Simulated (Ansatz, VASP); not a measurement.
# One calculation of BeAlS3, two programs

```
Be Al S
1.0
     4.32454    0.00000    0.00000
     0.00000    4.32454    0.00000
     0.00000    0.00000    4.32454
Be Al S
1 1 3
Cartesian
  2.1623 2.1623 2.1623
  0.0000 0.0000 0.0000
  0.0000 2.1623 2.1623
  2.1623 0.0000 2.1623
  2.1623 2.1623 0.0000
```

Change from the starting cell: species swapped into the Mn3SnN type (Pm-3m, No. 221).

Alike in both runs: functional PBE; k mesh 10 × 10 × 10; occupations gaussian, width 0.1 eV; no spin polarisation.

Ansatz relaxed the structure, and its values are those at the end. VASP's run is a single point on that final structure, the one shown.

```csv
,VASP,Ansatz
version,VASP 6.6.1,Ansatz 0.2.0
potentials or method,"VASP PAW PBE potentials, release 64 (Be, Al, S)","scalar-relativistic, plane waves, PAW"
plane-wave cutoff (eV),520,420
valence electrons in the cell,23,23
```

|  | VASP | Ansatz | Ansatz less VASP |
| --- | --- | --- | --- |
| gap on the k mesh at the Fermi level (eV) | none | none | - |
| pressure (GPa) | -0.1 | 0.0 | +0.06 |

A gap of «none» marks a metal or a gap that the smearing closes.
